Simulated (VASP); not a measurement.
Data:

```
CELL_PARAMETERS angstrom
      3.84722     0.00000     0.00000
      0.00000     3.84722     0.00000
      0.00000     0.00000     4.83657
ATOMIC_POSITIONS crystal
  Sn 0.50000 0.00000 0.76042
  Sn 0.00000 0.50000 0.23958
  O  0.50000 0.50000 0.00000
  O  0.00000 0.00000 0.00000
```

The numbers are results of rev-vdW-DF2, VASP's PBE PAW potentials (set 64) (plane waves; VASP), not measurements. Numerical set-up: 520 eV cut-off, 7×7×5 Γ-centred mesh, tetrahedra with Blöchl corrections, potentials Sn_d O.

The cores are frozen, which limits the accuracy of field gradients.

### Question
Give the principal components of the electric field gradient (V/Å²) and the asymmetry η at each nucleus.

### Answer

```tsv
atom	Vxx	Vyy	Vzz	η
Sn1	80.6	80.6	-161.2	0.00
Sn2	80.6	80.6	-161.2	0.00
O3	-0.3	-0.3	0.6	0.00
O4	-0.3	-0.3	0.6	0.00
```

The compound is SnO in the litharge structure. It was relaxed first.
